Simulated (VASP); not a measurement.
These are r2SCAN meta-GGA, VASP's PBE PAW potentials (set 64) (plane waves; VASP 6.6.1) values and carry that method's errors. For the first row: Numerical set-up: 400 eV cut-off, 6×10×7 Γ-centred mesh, tetrahedra with Blöchl corrections, potentials Ti_sv Si.

| system | energy (eV/atom) |
|---|---|
| TiSi (space group Pnma) | -11.6584 |
| Ti (hcp) | -12.9420 |
| Si (diamond) | -8.7749 |

The references are the elements' solids at the same level; no temperature or zero-point terms are added.

Question: What is the formation energy per atom of TiSi?

Answer: The references average (4×(-12.9420) + 4×(-8.7749))/8 = -10.8585 eV, so the formation energy is -11.6584 − (-10.8585) = -0.800 eV/atom.
